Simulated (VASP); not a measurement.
VASP ran on this input.

**INCAR**
```
! general
SYSTEM  = Tc3Ag
PREC    = Accurate
ENCUT   = 300
LREAL   = .FALSE.
LASPH   = .TRUE.

! electronic loop
EDIFF   = 1E-6
NELM    = 100
ALGO    = Normal
LMAXMIX = 4

! smearing
ISMEAR  = -1
SIGMA   = 0.1

! functional
GGA     = PE

! ions
ISIF    = 2

! output
LWAVE   = .FALSE.
LCHARG  = .FALSE.
```

POSCAR:
```
Tc3Ag
4.7775610
  0.0000000000   0.7071068271   0.7071068271
  0.7071068271   0.0000000000   0.7071068271
  0.7071068271   0.7071068271   0.0000000000
Ag Tc
1 3
Direct
  0.0103410000  -0.0060450000   0.0082450000
  0.4940500000   0.5113230000   0.4945590000
  0.2470320000   0.2594740000   0.2386560000
  0.7485780000   0.7352480000   0.7585390000
```

**KPOINTS**
```
Automatic mesh
0
G
 7 7 7
0 0 0
```

POTCAR, in this order: Ag Tc_pv (PBE.64 set). Program: vasp_std.

Q: Write an equivalent input for Quantum ESPRESSO's pw.x.

A: One equivalent input (not run):
```
&CONTROL
  calculation = 'scf'
  pseudo_dir = './pseudo'
  outdir = './out'
  tprnfor = .true.
  tstress = .true.
/
&SYSTEM
  ibrav = 0
  nat = 4
  ntyp = 2
  ecutwfc = 84
  occupations = 'smearing'
  smearing = 'fermi-dirac'
  degauss = 0.00735
  input_dft = 'pbe'
/
&ELECTRONS
  conv_thr = 7.3e-08
  electron_maxstep = 100
/
ATOMIC_SPECIES
  Ag 107.868 Ag.upf
  Tc 97.907 Tc.upf
CELL_PARAMETERS angstrom
     0.0000000    3.3782460    3.3782460
     3.3782460    0.0000000    3.3782460
     3.3782460    3.3782460    0.0000000
ATOMIC_POSITIONS crystal
  Ag   0.0103410 -0.0060450  0.0082450
  Tc   0.4940500  0.5113230  0.4945590
  Tc   0.2470320  0.2594740  0.2386560
  Tc   0.7485780  0.7352480  0.7585390
K_POINTS automatic
  7 7 7 0 0 0
```
What does not carry over: the potentials are each code's own (VASP's PAW set, PseudoDojo norm-conserving files in pw.x), so ENCUT and ecutwfc are chosen apart and not converted; conv_thr bounds pw.x's estimated SCF error, while EDIFF bounds the energy change between steps.

The structure was generated: Tc3Ag was put into an ordered model structure, which need not be its known phase. The cell was not relaxed at this level, atoms are displaced from their ideal sites.
